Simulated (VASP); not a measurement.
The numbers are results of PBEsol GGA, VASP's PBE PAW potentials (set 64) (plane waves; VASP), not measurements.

The input files of a VASP run:

### KPOINTS
```
Automatic mesh
0
Gamma
14 14 8
0 0 0
```

**POSCAR**
```
Os
1
    1.3859711367    -2.3650956341     0.0000000000
    1.3859711367     2.3650956341     0.0000000000
    0.0000000000     0.0000000000     4.3062269485
Os
2
Direct
  0.3333330000   0.6666670000   0.2500000000
  0.6666670000   0.3333330000   0.7500000000
```

INCAR:
```
SYSTEM = Os
PREC = Accurate
ENCUT = 480
EDIFF = 1E-7
NELM = 100
ALGO = Normal
LREAL = .FALSE.
LASPH = .TRUE.
ISMEAR = 1
SIGMA = 0.1
GGA = PS
LMAXMIX = 6
LWAVE = .FALSE.
LCHARG = .FALSE.
ISIF = 2
```

POTCAR, in this order: Os (PBE.64 set). Program: vasp_std.

What will the output report for the number of irreducible k-points (NKPTS), number of bands (NBANDS), largest plane-wave count, number of space-group operations, FFT grid (NGX, NGY, NGZ)?

| Property | Result |
|---|---|
| number of irreducible k-points (NKPTS) | 285 |
| number of bands (NBANDS) | 12 |
| largest plane-wave count | 699 |
| number of space-group operations | 8 |
| FFT grid (NGX, NGY, NGZ) | 20 × 20 × 32 |

The compound is Os in the hcp structure. This cell was strained or had an atom moved on purpose.
